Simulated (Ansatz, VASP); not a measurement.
## Te2As: VASP beside Ansatz

Aim: how closely do two programs agree when they are given the same cell, functional and k mesh? The cell is generated by rule, not measured, and may not be a known phase. The cell is taken from a series of runs on this material, whose earlier steps may have relaxed, scaled, displaced or heated it; both programs get it as it stands.

Main program and level: Ansatz 0.2.0; plane waves, with VASP 6.6.1 beside it; relaxation of cell and atoms at PBEsol.

The structure was built from a prototype and need not be the compound's stable phase.

### 1. The structure

It takes space group Fm-3m (No. 225, cubic). Conventional cell: a = 6.973 Å, b = 6.973 Å, c = 6.973 Å, α = 90.00°, β = 90.00°, γ = 90.00°. Nearest to As lie 8 Te at 3.02 Å. Te has 4 As at 3.02 Å nearest. Farther neighbours and most contacts between anions are not listed.

### 2. Ansatz: relaxation of cell and atoms, PBEsol

Ansatz runs on its default PAW (the set named soft_2) files.

The relaxed volume is the usual yardstick between codes: in a stiff, nearly cubic crystal its relative difference is about their pressure difference at one cell divided by the bulk modulus.

input.yaml reads:

```yaml
crystal:
  lattice:
    - [-3.4864024334, 0.0, 3.4864024334]
    - [0.0, 3.4864024334, 3.4864024334]
    - [-3.4864024334, 3.4864024334, 0.0]
  atoms:
    - { symbol: As, position: [0.0, 0.0, 0.0] }
    - { symbol: Te, position: [0.25, 0.25, 0.25] }
    - { symbol: Te, position: [0.75, 0.75, 0.75] }
kpoints:
  mp_grid: { grid: [10, 10, 10] }
hamiltonian:
  xc: pbesol
scf:
  occupations: { method: gaussian, width: 0.1 }
output:
  forces: true
  stress: true
  eigenvalues: true
  write_density: true
  write_potential: true
  elf: true
  volumetric_format: npy
relax:
  adjacent_minimum: "off"
  f_tol: 0.005
  max_steps: 80
  cell: { stress_tol: 0.05 }
```

On the command line:

```bash
ansatz run input.yaml --threads 2 --pin off --max-ram 5120MiB --backend cpu --events-out ev --progress --plain --runs-dir out
```

Numbers of over 12 decimals in the logs are rounded to 6 here.

What it wrote:

```text
Engine: ansatz 0.2.0, x86_64-unknown-linux-gnu
Pseudopotentials: kind: paw
Pseudopotential: As, paw, valence charge 15, recommended cutoff 420 eV (normal), As.paw.azcp
Pseudopotential: Te, paw, valence charge 16, recommended cutoff 420 eV (normal), Te.paw.azcp
Functional definition: PBEsol
  exchange = pbesol_x
  correlation = pbesol_c
Crystal: 3 atoms, lattice volume = 84.754 Å³
Basis set: ecut = 420 eV, 1639 PW (Γ), exchange–correlation on 72×72×72 points (8 copies of the dense FFT grid, shifted against one another)
Bands: 29, of which v1, the nominal top of the filled ones, is band 24 counted from 1 (23 counted from 0)
Symmetry: 48 space group operations
Space group: Fm-3m (ITA 225), of the structure as read, at distance tolerance 4.4e-5 Å
k-points: 47 of 1000
Non-local potential: As, projectors of the file, l = 0: 2, l = 1: 2, l = 2: 3, l = 3: 1
Non-local potential: Te, projectors of the file, l = 0: 2, l = 1: 2, l = 2: 2, l = 3: 2
PAW form: soft (Blöchl's): semilocal exchange-correlation on the pseudo side does not see the compensation charge
PAW frozen core: As, regenerated for the run's functional, and the local potential with it (the file was generated under x = pbe(κ = 0.804, μ = 0.219515), c = pbe(β = 0.066725))
PAW frozen core: Te, regenerated for the run's functional, and the local potential with it (the file was generated under x = pbe(κ = 0.804, μ = 0.219515), c = pbe(β = 0.066725))
PAW one-centre angular grid: As, 590 points (default); XC on 64 Gauss nodes
PAW one-centre angular grid: Te, 590 points (default); XC on 64 Gauss nodes
Initial density: superposition of atomic densities (neutral atoms: chi_scale 0, normalization atom), corrected by the library's trained network
Initial wavefunctions: pseudopotential atomic-orbital guess
Functional: x = pbesol(κ = 0.804, μ = 0.123457), c = pbesol(β = 0.046)
SCF iter   1: F=—  HF=-18615.067561 eV  |F-HF|=—  |Δ(HF+E_count)|=         —  Δρ=4.74e-3  dr2=4.72e-2  ethr=1.77e-3  ⟨swp⟩=6.8  Hψ=5994  notcnv=0
preconditioner: auto → LDOS  [metal: Δε(μ)=0.038 eV  Ē_g=8.988 eV  σ=0.100 eV  W_gap=0.21  n_scr=14 (ndim 8)  ℏωp=16.6 eV  f_vac=0.054  D(μ)=2.65/eV (n_scr^D=14)  β→1.0]
SCF iter   2: F=—  HF=-18615.055506 eV  |F-HF|=—  |Δ(HF+E_count)|=   1.21e-2  Δρ=7.01e-4  dr2=2.58e-4  ethr=1.00e-4  ⟨swp⟩=2.2  Hψ=2264  notcnv=0  defer=48
SCF iter   3: F=—  HF=-18615.055552 eV  |F-HF|=—  |Δ(HF+E_count)|=   4.52e-5  Δρ=3.94e-4  dr2=2.84e-4  ethr=5.50e-7  ⟨swp⟩=3.1  Hψ=3016  notcnv=0  defer=48
SCF iter   4: F=—  HF=-18615.055242 eV  |F-HF|=—  |Δ(HF+E_count)|=   3.10e-4  Δρ=9.13e-5  dr2=1.36e-5  ethr=5.50e-7  ⟨swp⟩=2.0  Hψ=1943  notcnv=0  defer=48
SCF iter   5: F=—  HF=-18615.055236 eV  |F-HF|=—  |Δ(HF+E_count)|=   6.25e-6  Δρ=1.48e-5  dr2=1.05e-7  ethr=2.89e-8  ⟨swp⟩=2.0  Hψ=1953  notcnv=0  defer=48
SCF iter   6: F=-18615.055236 eV  HF=-18615.055236 eV  |F-HF|=5.44e-9  |Δ(HF+E_count)|=   5.38e-8  Δρ=3.61e-6  dr2=6.91e-9  ethr=2.13e-10  ⟨swp⟩=12.9  Hψ=10175  notcnv=0
SCF 1 converged in 6 iterations: F = -18615.055236 eV  dr2 = 6.91e-9
  greatest PAW one-centre occupation: 0.999 electrons in one spin orbital (limit 2), on the As atom at site 0 (counted from 0), in its partial waves of l = 2
relax step   1: F+E_penalty+E_count = -18615.05523551 eV  Δ(F+E_penalty+E_count) = +0.000e0 eV  max|allowed force component| = 5.782e-18 eV/Å  Δτ_max = 0.0000 Å  P = +0.161 GPa  Ω = 84.754 Å³  (6 SCF iters, dr2 threshold 1.00e-7 eV, accepted)
[...]
relax step   2: F+E_penalty+E_count = -18615.05526410 eV  Δ(F+E_penalty+E_count) = -2.860e-5 eV  max|allowed force component| = 1.966e-17 eV/Å  Δτ_max = 0.0000 Å  P = -0.079 GPa  Ω = 85.122 Å³  energy of the carried Pulay correction = -6.405e-5 eV  (4 SCF iters, dr2 threshold 6.49e-8 eV, accepted)
[...]
relax step   3: F+E_penalty+E_count = -18615.05531551 eV  Δ(F+E_penalty+E_count) = -5.141e-5 eV  max|allowed force component| = 2.005e-17 eV/Å  Δτ_max = 0.0000 Å  P = -0.000 GPa  Ω = 85.000 Å³  energy of the carried Pulay correction = -4.290e-5 eV  (4 SCF iters, dr2 threshold 1.57e-8 eV, accepted)
[...]
relax step   4: F+E_penalty+E_count = -18615.05535362 eV  Δ(F+E_penalty+E_count) = -3.811e-5 eV  max|allowed force component| = 2.274e-17 eV/Å  Δτ_max = 0.0000 Å  P = -0.000 GPa  Ω = 85.000 Å³  stress off target by 4.62e-4 GPa  SCF on the basis re-selected at this cell (its energy is not comparable with the rows above)  (5 SCF iters)
basis re-selected at this cell: Δ(F+E_penalty+E_count) = -3.811e-5 eV, ΔP = -0.000 GPa vs the last step (what re-selecting the basis moved, of the pressure what is left beyond the Pulay correction that the steps carried, after the strain that the cell walked since its last selection, with what the two solves' SCF thresholds leave and, on support functions, any second-order correction that the steps lacked; it is no m [...]
SCF converged after 5 iterations
Free energy (F): -18615.055354 eV
Harris-Foulkes:  -18615.055354 eV  (|F-HF|=1.46e-11)
Internal energy: -18615.042527 eV  (E = F + TS)
E sigma→0 (E₀):  -18615.048940 eV
Entropy (-TS):   -0.012827 eV (-4.276 meV/atom)
Fermi energy:    9.968599 eV
--- Per-component energies (eV) ---
  E_band       = -743.733299
  E_kinetic    = 463.337245
  E_local      = -4199.219234  (includes V_loc(G=0)·N_el)
  E_nonlocal   = -1285.104709
  E_hartree    = 2545.123377
  E_xc         = -325.547096
  E_vxc        = -287.503273  (∫ρ·V_xc dr)
  E_paw        = -10959.946786  (= ΣΔE_a)
  E_vpaw       = -525.489825  (= ΣTr[D̂ρ^β])
  E_aug_tail   = -0.000325  (compensation charges beyond the density's cutoff)
  E_ewald      = -4855.401057
  E_core_change = 1.716059  (= ΣΔE_core)
  E_smearing   = -0.012827  (= −TS)
  E_closure    = 0.000000  (closes the sum)
  Σ components = -18615.055354   (vs F -18615.055354, Δ=0.00e0)
--- Forces (eV/Å), atoms counted from 1 ---
  atom   1  As    -0.00000000    -0.00000000     0.00000000
  atom   2  Te     0.00000000     0.00000000    -0.00000000
  atom   3  Te    -0.00000000    -0.00000000     0.00000000
  max |Σ_I F_I| component: 5.78e-18 eV/Å
--- Stress (GPa, compression-positive) ---
       -0.000462       0.000000       0.000000
        0.000000      -0.000462      -0.000000
        0.000000      -0.000000      -0.000462
  P = ⅓ Tr σ = -0.0005 GPa (-0.005 kbar)
--- Band table (eV; the first three rows and the last of 47) ---
  k-point 0: bands = [... 20 lower, 6.5055, 6.8707, 6.8707, 6.8707, 10.9297, 10.9297, 10.9297, 14.1407, ... 1 higher]
  k-point 1: bands = [... 20 lower, 6.2647, 7.1133, 7.1133, 7.7423, 10.8254, 10.8463, 10.8463, 14.5175, ... 1 higher]
  k-point 2: bands = [... 20 lower, 6.0070, 7.3715, 7.3715, 8.8358, 10.7828, 10.8105, 10.8105, 15.4379, ... 1 higher]
  k-point 46: bands = [... 20 lower, 7.1488, 7.2811, 10.5839, 10.6996, 11.1480, 11.7381, 11.9416, 15.7178, ... 1 higher]
--- Relaxed structure (3 steps of the walk, 3 accepted, 1 SCFs on fresh bases) ---
  F+E_penalty+E_count = -18615.05535362 eV   max|allowed force component| = 2.274e-17 eV/Å   (the final SCF, on the basis selected at the relaxed cell)
  cell:  # Å, volume = 85.0002 Å³
    - [-3.489768, 0, 3.489768]
    - [0, 3.489768, 3.489768]
    - [-3.489768, 3.489768, 0]
  atoms:
    - { symbol: As, position: [0, 0, 0] }
    - { symbol: Te, position: [0.25, 0.25, 0.25] }
    - { symbol: Te, position: [0.75, 0.75, 0.75] }
```

Reading the cycles: dr2 is the Hartree energy of the density residual (eV), the measure of convergence; HF is the Harris–Foulkes estimate of the energy, which meets the free energy F at convergence.

### 3. VASP: relaxation of cell and atoms, PBEsol

The same cell, functional, mesh and smearing now go to VASP, with its own data sets.

Lines of VASP's logs that name or quote its potential files are left out, and so is its time.

INCAR reads:

```
SYSTEM = Te2As
PREC = Accurate
ENCUT = 500
EDIFF = 1E-07
NELM = 120
ISMEAR = 0
SIGMA = 0.1
LREAL = .FALSE.
ALGO = Normal
GGA = PS
NBANDS = 14
LORBIT = 11
LWAVE = .FALSE.
LCHARG = .FALSE.
ISIF = 3
IBRION = 2
NSW = 80
EDIFFG = -0.005
LASPH = .TRUE.
GGA_COMPAT = .FALSE.
NELMIN = 4
KPAR = 2
```

POSCAR reads:

```
Te2As
1.0
   -3.4864020000      0.0000000000      3.4864020000
    0.0000000000      3.4864020000      3.4864020000
   -3.4864020000      3.4864020000      0.0000000000
As Te
1 2
Direct
    0.0000000000      0.0000000000      0.0000000000
    0.2500000000      0.2500000000      0.2500000000
    0.7500001434      0.7500001434      0.7500001434
```

KPOINTS reads:

```
Automatic mesh
0
Gamma
10 10 10
0 0 0
```

Potentials, in the order of the species: As and Te (PBE family, release 64).

On the command line:

```bash
mpirun -np 2 vasp_std
```

What it wrote:

```text
[banner, memory and clock lines left out]
running    2 mpi-ranks, on    1 nodes
 distrk:  each k-point on    1 cores,    2 groups
 distr:  one band on    1 cores,    1 groups

 POSCAR found type information on POSCAR AsTe
 POSCAR found :  2 types and       3 ions
|                                                                             |
|               ----> ADVICE to this user running VASP <----                  |
|                                                                             |
|     You enforced a specific xc type in the INCAR file but a different       |
|     [... a line on the potential file left out ...]
|     I HOPE YOU KNOW WHAT YOU ARE DOING!                                     |
|                                                                             |

 LDA part: xc-table for (Slater+PW92), standard interpolation
 POSCAR, INCAR and KPOINTS ok, starting setup
 FFT: planning ... GRIDC
 FFT: planning ... GRID_SOFT
 FFT: planning ... GRID
 WAVECAR not read
 entering main loop
       N       E                     dE             d eps       ncg     rms          rms(c)
DAV:   1     0.603347997807E+02    0.60335E+02   -0.60833E+03  1316   0.941E+02
DAV:   2    -0.714154733359E+01   -0.67476E+02   -0.63233E+02  1750   0.141E+02
DAV:   3    -0.111335884886E+02   -0.39920E+01   -0.39239E+01  1568   0.365E+01
DAV:   4    -0.111954995846E+02   -0.61911E-01   -0.61884E-01  1834   0.539E+00
DAV:   5    -0.111963810290E+02   -0.88144E-03   -0.88143E-03  1682   0.598E-01    0.105E+01
DAV:   6    -0.111844876801E+02    0.11893E-01   -0.79258E-03  1580   0.521E-01    0.644E+00
DAV:   7    -0.111786563696E+02    0.58313E-02   -0.13001E-02  1508   0.666E-01    0.134E-01
DAV:   8    -0.111786842005E+02   -0.27831E-04   -0.25162E-04  1598   0.109E-01    0.103E-01
DAV:   9    -0.111787009935E+02   -0.16793E-04   -0.31841E-05  1532   0.385E-02    0.107E-01
DAV:  10    -0.111787002742E+02    0.71930E-06   -0.21340E-06  1676   0.103E-02    0.105E-02
DAV:  11    -0.111787008452E+02   -0.57102E-06   -0.45344E-07  1436   0.388E-03    0.400E-03
DAV:  12    -0.111787009922E+02   -0.14703E-06   -0.74327E-08  1330   0.152E-03    0.581E-04
DAV:  13    -0.111787010375E+02   -0.45251E-07   -0.90408E-09   856   0.576E-04
   1 F= -.11178701E+02 E0= -.11172288E+02  d E =-.111787E+02
 curvature:   0.00 expect dE= 0.000E+00 dE for cont linesearch  0.000E+00
 trial: gam= 0.00000 g(F)=  0.566E-39 g(S)=  0.621E-03 ort = 0.000E+00 (trialstep = 0.100E+01)
 search vector abs. value=  0.621E-03
 bond charge predicted
       N       E                     dE             d eps       ncg     rms          rms(c)
DAV:   1    -0.111799124890E+02   -0.12115E-02   -0.24222E-02  1322   0.744E-01    0.173E-01
DAV:   2    -0.111791912530E+02    0.72124E-03   -0.94765E-04  1364   0.183E-01    0.994E-02
DAV:   3    -0.111789148284E+02    0.27642E-03   -0.35142E-04  1382   0.915E-02    0.525E-02
DAV:   4    -0.111788718791E+02    0.42949E-04   -0.78791E-05  1496   0.425E-02    0.824E-02
DAV:   5    -0.111788714594E+02    0.41973E-06   -0.42320E-06  1724   0.124E-02    0.237E-02
DAV:   6    -0.111788716465E+02   -0.18710E-06   -0.33042E-07  1458   0.406E-03    0.311E-03
DAV:   7    -0.111788715958E+02    0.50751E-07   -0.92440E-08   748   0.172E-03
   2 F= -.11178872E+02 E0= -.11172457E+02  d E =-.170558E-03
 trial-energy change:   -0.000171  1 .order   -0.000177   -0.000621    0.000268
 step:   0.6899(harm=  0.6989)  dis= 0.00000  next Energy=   -11.178913 (dE=-0.212E-03)
 bond charge predicted
       N       E                     dE             d eps       ncg     rms          rms(c)
DAV:   1    -0.111790116628E+02   -0.14002E-03   -0.23339E-03  1322   0.231E-01    0.537E-02
DAV:   2    -0.111789427458E+02    0.68917E-04   -0.90701E-05  1364   0.567E-02    0.302E-02
DAV:   3    -0.111789172947E+02    0.25451E-04   -0.34656E-05  1394   0.287E-02    0.166E-02
DAV:   4    -0.111789139979E+02    0.32968E-05   -0.71902E-06  1498   0.129E-02    0.255E-02
DAV:   5    -0.111789137925E+02    0.20542E-06   -0.38884E-07  1432   0.377E-03    0.680E-03
DAV:   6    -0.111789137064E+02    0.86095E-07   -0.33652E-08   724   0.136E-03
   3 F= -.11178914E+02 E0= -.11172498E+02  d E =-.212669E-03
 curvature:  -0.35 expect dE=-0.260E-07 dE for cont linesearch -0.260E-07
 trial: gam=-0.01082 g(F)=  0.396E-40 g(S)=  0.744E-07 ort = 0.680E-05 (trialstep = 0.938E+00)
 search vector abs. value=  0.109E-09
 reached required accuracy - stopping structural energy minimisation
```

From OUTCAR (step 3):

```text
ion  position               nearest neighbor table
   1  0.000  0.000  0.000-   3 3.02   2 3.02   2 3.02   2 3.02   2 3.02   3 3.02   3 3.02   3 3.02

  LATTYP: Found a face centered cubic cell.
 ALAT       =     6.9728040000

 Subroutine GETGRP returns: Found 48 space group operations
 (whereof 48 operations were pure point group operations)

The static configuration has the point symmetry O_h .

 Found     47 irreducible k-points:

   k-points           NKPTS =     47   k-points in BZ     NKDIM =     47   number of bands    NBANDS=     14

   dimension x,y,z NGX =    36 NGY =   36 NGZ =   36
   dimension x,y,z NGXF=    72 NGYF=   72 NGZF=   72

   ENCUT  =  500.0 eV  36.75 Ry    6.06 a.u.   8.99  8.99  8.99*2*pi/ulx,y,z

   NELECT =      17.0000    total number of electrons

 k-points in reciprocal lattice and weights: Automatic mesh
   0.00000000  0.00000000  0.00000000       0.001
   0.10000000  0.00000000  0.00000000       0.008
   0.20000000  0.00000000  0.00000000       0.008
   0.30000000  0.00000000  0.00000000       0.008
   0.40000000  0.00000000  0.00000000       0.008
   0.50000000  0.00000000  0.00000000       0.004
   0.10000000  0.10000000  0.00000000       0.006
   0.20000000  0.10000000  0.00000000       0.024
   0.30000000  0.10000000  0.00000000       0.024
[...]
-0.30000000  0.40000000  0.20000000       0.024
  -0.30000000  0.50000000  0.20000000       0.012

 average (electrostatic) potential at core
       1 -49.1976       2 -88.3884       3 -88.3884

 E-fermi :   6.3720

 k-point     1 :       0.0000    0.0000    0.0000
  band No.  band energies     occupation
    ...
      5       2.9079      2.00000
      6       2.9079      2.00000
      7       3.2734      2.00000
      8       3.2734      2.00000
      9       3.2734      2.00000
     10       7.3317      0.00000
     11       7.3317      0.00000
     12       7.3318      0.00000
     13      10.5068      0.00000
     14      10.5068      0.00000

 k-point     2 :       0.1000    0.0000    0.0000
  band No.  band energies     occupation
    ...
      5       2.6672      2.00000
      6       2.6672      2.00000
      7       3.5160      2.00000
      8       3.5161      2.00000
      9       4.1454      2.00000
     10       7.2275      0.00000
     11       7.2479      0.00000
     12       7.2480      0.00000
     13      10.8808      0.00000
     14      10.8808      0.00000

 k-point     3 :       0.2000    0.0000    0.0000
  band No.  band energies     occupation
    ...
      5       2.3685      2.00000
      6       2.4108      2.00000
      7       3.7741      2.00000
      8       3.7741      2.00000
      9       5.2393      2.00000
     10       7.1853      0.00000
     11       7.2118      0.00000
     12       7.2118      0.00000
     13      11.7934      0.00000
     14      11.7934      0.00000

  Total        0.0012420      0.0012420      0.0012420     -0.0000000     -0.0000000     -0.0000000
  in kB        0.0233904      0.0233904      0.0233904     -0.0000000     -0.0000000     -0.0000000
  external PRESSURE =       0.0233904 kB  Pullay stress =       0.0000000 kB

  energy-cutoff  :      500.00
  volume of cell :       85.07
      direct lattice vectors                 reciprocal lattice vectors
    -3.490791237 -0.000000000  3.490791237    -0.143234002 -0.143234002  0.143234002
     0.000000000  3.490791237  3.490791237     0.143234002  0.143234002  0.143234002
    -3.490791237  3.490791237 -0.000000000    -0.143234002  0.143234002 -0.143234002

 POSITION                                       TOTAL-FORCE (eV/Angst)
 -----------------------------------------------------------------------------------
     -0.00000     -0.00000      0.00000         0.000000     -0.000000     -0.000000
     -1.74540      1.74540      1.74540         0.000000     -0.000000      0.000000
     -5.23619      5.23619      5.23619        -0.000000      0.000000      0.000000
 -----------------------------------------------------------------------------------
    total drift:                                0.000311     -0.000311     -0.000311

  FREE ENERGIE OF THE ION-ELECTRON SYSTEM (eV)
  ---------------------------------------------------
  free  energy   TOTEN  =       -11.1789137064 eV

  energy  without entropy=      -11.1660829000  energy(sigma->0) =      -11.17249830

 reached required accuracy - stopping structural energy minimisation

 total charge
# of ion       s       p       d       tot
------------------------------------------
    1        1.380   1.143   0.054   2.576
    2        1.439   1.799   0.042   3.280
    3        1.439   1.799   0.042   3.280
--------------------------------------------------
tot          4.258   4.741   0.137   9.137

[... 3 further parts left out ...]
```

CONTCAR:

```
Te2As
   1.00000000000000
    -3.4907912367643004   -0.0000000000000000    3.4907912367643004
     0.0000000000000000    3.4907912367643004    3.4907912367643004
    -3.4907912367643004    3.4907912367643004   -0.0000000000000000
  As              Te
     1     2
Direct
     0.0000000000000000    0.0000000000000000    0.0000000000000000
     0.2500000000000000    0.2500000000000000    0.2500000000000000
     0.7500001434000012    0.7500001434000012    0.7500001434000012
```

### 4. Side by side

Known differences besides the potentials themselves: the data sets hold 47 valence electrons in Ansatz (on its default PAW (the set named soft_2) files) and 17 in VASP; the cutoff is 420 eV in Ansatz and 500 eV in VASP; Ansatz makes its cores anew for this functional, VASP keeps those of its PBE data sets; Ansatz adds a Pulay correction to the stress that steers its cell, VASP none. Total energies have different zeros and are not compared.

Compared:

| quantity | Ansatz | VASP | difference |
| --- | --- | --- | --- |
| volume (Å³) | 85.00 | 85.07 | -0.09 % |
| edge a after relaxation, in the typed setting (Å) | 4.935 | 4.937 | -0.03 % |

### 5. Summary of results

```
difference in volume (relaxation of cell and atoms, PBEsol) : -0.088 %
```

**Reading.** The difference in volume is -0.088 % (relaxation of cell and atoms, PBEsol), within the 1.2 % picked in this series as the mark of a large difference, as far as the stopping tolerances let one tell. The data sets hold unlike numbers of valence electrons (47 in Ansatz and 17 in VASP), so part of the differences comes from the potentials. 2 further runs of this series are not shown here. How closely two codes agree says nothing of how well the functional describes the real material.

[Lines on the potential files, build, host, timing and source positions are cut from VASP's logs without a mark.]

[Logs are printed without paths, hosts, clocks, repeated set-up lines and the standing remarks that a program may print on its own settings, such as how far it seeks lower states.]

[Hosts, paths, dates, database ids (printed as entryN), source tags and the programs' standing remarks are cut or masked in the printed files.]
